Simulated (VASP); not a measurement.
The system is GaSb.

```
Ga Sb
1.0
     0.00000    3.06860    3.06860
     3.06860    0.00000    3.06860
     3.06860    3.06860    0.00000
Ga Sb
1 1
Direct
  0.00000 0.00000 0.00000
  0.75000 0.75000 0.75000
```

The cell is a database's computed one.

- Program: VASP 6.6.1
- Task: relaxation of cell and atoms
- Functional: PBE
- Potentials or basis: VASP PAW PBE potentials, release 64 (Ga_d, Sb)
- Cutoff: 600 eV
- k mesh: 16 × 16 × 16
- Occupations: gaussian, width 0.1 eV
- Spin: no spin polarisation

At the start: pressure 1.9 GPa; volume 28.89 Å³/atom.

How do energy, volume and symmetry change on relaxing?

Over 7 steps the energy falls by 6.4 meV/atom and the volume is 30.00 Å³/atom (+3.8 %); space group F-43m (No. 216, to 0.05 Å).

Step by step:
```csv
step,energy change (eV),largest force (eV/Å),pressure (GPa),volume (Å³)
1,0.0000,0.0000,1.90,57.79
2,-0.0118,0.0000,-0.47,60.71
3,-0.0128,0.0000,0.06,60.04
4,-0.0128,0.0000,-0.11,60.11
5,-0.0127,0.0000,0.25,59.94
6,-0.0128,0.0000,-0.06,60.02
7,-0.0128,0.0000,0.05,60.01
```

Final structure:
```yaml
crystal:
  lattice:
    - [0.00000, 3.10733, 3.10733]
    - [3.10733, 0.00000, 3.10733]
    - [3.10733, 3.10733, 0.00000]
  atoms:
    - { symbol: Ga, position: [0.00000, 0.00000, 0.00000] }
    - { symbol: Sb, position: [0.75000, 0.75000, 0.75000] }
```
